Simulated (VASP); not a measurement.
NiSb (relaxed from the zinc blende structure, space group F-43m): computed properties

Calculation: PBEsol GGA, VASP's PBE PAW potentials (set 64) (plane waves; VASP).

space group: F-43m (216)
cell: a = b = c = 5.612 Å, α = β = γ = 90.00°
volume per atom: 22.09 Å³/atom
band gap (over mesh and band path): none (metal, semimetal or under 0.01 eV)
density: 6.78 g/cm³

```yaml
crystal:
  lattice:
    - [0.00000, 2.80605, 2.80605]
    - [2.80605, 0.00000, 2.80605]
    - [2.80605, 2.80605, 0.00000]
  atoms:
    - { symbol: Ni, position: [0.00000, 0.00000, 0.00000] }
    - { symbol: Sb, position: [0.25000, 0.25000, 0.25000] }
```

Unless said otherwise, spin-orbit coupling is left out, though it shifts the bands of the heavy elements here.

The structure was generated: NiSb was put into the zinc blende type (F-43m), which need not be its known phase. It was relaxed first, which changed the volume by -21 %. Symmetry was kept, so distortions that lower it aren't found.
